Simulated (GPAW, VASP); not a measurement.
Given: the input of a run of GPAW 26.7.0 (ASE script) on RuS. The cell comes from a database or a generator and needn't be the stable form of this composition.

The input run.py:

```python
from ase.dft.bandgap import bandgap
from ase.io import read, write
from ase.units import GPa
from gpaw import GPAW, PW

atoms = read('RuS.xyz')
atoms.set_initial_magnetic_moments([0.84, 0.0])

calc = GPAW(mode=PW(600),
            xc='LDA',
            kpts={'size': (6, 6, 6), 'gamma': True},
            occupations={'name': 'methfessel-paxton', 'order': 0, 'width': 0.05},
            setups={'Ru': ':d,2.0'},
            nbands=22,
            convergence={'density': 1e-05, 'energy': 1e-05},
            maxiter=150,
            txt='gpaw.txt')
atoms.calc = calc
energy = atoms.get_potential_energy()
forces = atoms.get_forces()
stress = atoms.get_stress()
calc.write('gs.gpw')
write('result.traj', atoms)
print(f'Energy: {energy:.6f} eV')
print('Forces (eV/A):')
print(forces.round(4))
print('Stress (GPa):', (stress / GPa).round(3))
print('Moments:', calc.get_magnetic_moments().round(3))
print('Fermi level:', round(calc.get_fermi_level(), 4), 'eV')
print(f'Gap: {bandgap(calc)[0]:.4f} eV, direct: {bandgap(calc, direct=True)[0]:.4f} eV')
```

RuS.xyz

```xyz
2
Lattice="0.0000000000 2.5467554600 2.5467554600 2.5467554600 0.0000000000 2.5467554600 2.5467554600 2.5467554600 0.0000000000" Properties=species:S:1:pos:R:3 pbc="T T T"
Ru     2.5467554600      2.5467554600      2.5467554600
S      0.0000000000      0.0000000000      0.0000000000
```

Potentials or basis: the program's PAW data sets (release 1.2.1) made for this functional, pw.

Launch:

```bash
$ OMP_NUM_THREADS=1 python run.py
```

Question: What does the same run look like in VASP 6.6.1? Potentials or basis there: LDA PAW files Ru_pv, S, 520 eV.

Answer: As run (cutoffs and basis follow the program's own potentials, and thresholds, step limits or extra output files can differ):

The input INCAR:

```
SYSTEM = RuS
ALGO = Normal ; EDIFF = 1E-7
ENCUT = 520 ; ISIF = 2
ISMEAR = 0 ; ISPIN = 2
LASPH = .TRUE. ; LCHARG = .FALSE.
LDAU = .TRUE. ; LDAUJ = 0 0
LDAUL = 2 -1 ; LDAUPRINT = 1
LDAUTYPE = 2 ; LDAUU = 2 0
LMAXMIX = 4 ; LORBIT = 11
LREAL = .FALSE. ; LWAVE = .FALSE.
MAGMOM = 0.84 0 ; NBANDS = 21
NELM = 100 ; PREC = Accurate
SIGMA = 0.05
```

The input KPOINTS:

```
k-points
0
G
  6 6 6
  0 0 0
```

The input POSCAR:

```
RuS
1.0
    0.0000000000      2.5467554600      2.5467554600
    2.5467554600      0.0000000000      2.5467554600
    2.5467554600      2.5467554600      0.0000000000
Ru S
1 1
Direct
    0.5000000000      0.5000000000      0.5000000000
    0.0000000000      0.0000000000      0.0000000000
```

Potentials or basis: VASP PAW LDA potentials, release 64 (Ru_pv, S).

Run with:

```sh
$ cat potpaw_LDA.64/Ru_pv/POTCAR potpaw_LDA.64/S/POTCAR > POTCAR
$ mpirun -np 1 vasp_std > vasp.out
```

Both were run:

|  | GPAW | VASP |
| --- | --- | --- |
| Pressure | -20.8 GPa | -22.1 GPa |
| Net moment | 0.16 μB per cell | 0.82 μB per cell |

The potentials hold 22 and 20 valence electrons a cell.

The two programs' LDA may be different fits to the electron gas.

The magnetic state is the one that the start led to; the real crystal's order can differ.

The cell lies far from this level's equilibrium.

How U acts hangs on each program's projectors.

Pressure is positive in compression.
